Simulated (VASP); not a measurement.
OSZICAR of a VASP run on Pd (fcc):

File OSZICAR:
```
       N       E                     dE             d eps       ncg     rms          rms(c)
DAV:   1     0.424310915188E+02    0.42431E+02   -0.52714E+03  1888   0.103E+03
DAV:   2    -0.138094161252E+01   -0.43812E+02   -0.42556E+02  2011   0.189E+02
DAV:   3    -0.178987136716E+01   -0.40893E+00   -0.40622E+00  2259   0.213E+01
DAV:   4    -0.179224152544E+01   -0.23702E-02   -0.23694E-02  2202   0.150E+00
DAV:   5    -0.179227642085E+01   -0.34895E-04   -0.34896E-04  2194   0.160E-01    0.462E+00
DAV:   6    -0.165129360096E+01    0.14098E+00   -0.83614E-01  1912   0.815E+00    0.237E+00
DAV:   7    -0.164676105813E+01    0.45325E-02   -0.48148E-03  1968   0.946E-01    0.136E+00
DAV:   8    -0.164481162078E+01    0.19494E-02   -0.11496E-03  1966   0.360E-01    0.261E-02
DAV:   9    -0.164484085501E+01   -0.29234E-04   -0.37148E-05  2401   0.630E-02    0.137E-02
DAV:  10    -0.164484711240E+01   -0.62574E-05   -0.18473E-05  1919   0.472E-02    0.220E-03
DAV:  11    -0.164484721619E+01   -0.10379E-06   -0.43384E-07  1879   0.643E-03
   1 F= -.16448472E+01 E0= -.16445336E+01  d E =-.164485E+01
```

**Question.** Which electronic solver shows in the log?

**Answer.** It is blocked Davidson (ALGO = Normal, or the opening steps of other solvers). The INCAR had ALGO = Normal.

**Question.** Can the final energy be trusted as converged?

**Answer.** The calculation finished and met its thresholds. It stopped with EDIFF = 1E-6, NELM = 100, NSW = 60 and EDIFFG = -0.01 after 1 ionic step (vdW-DF2, plane waves, VASP's PBE PAW potentials (set 64)).

The compound is Pd in the fcc structure. It was relaxed first, which changed the volume by +15 %. The start is the result of an earlier pass.
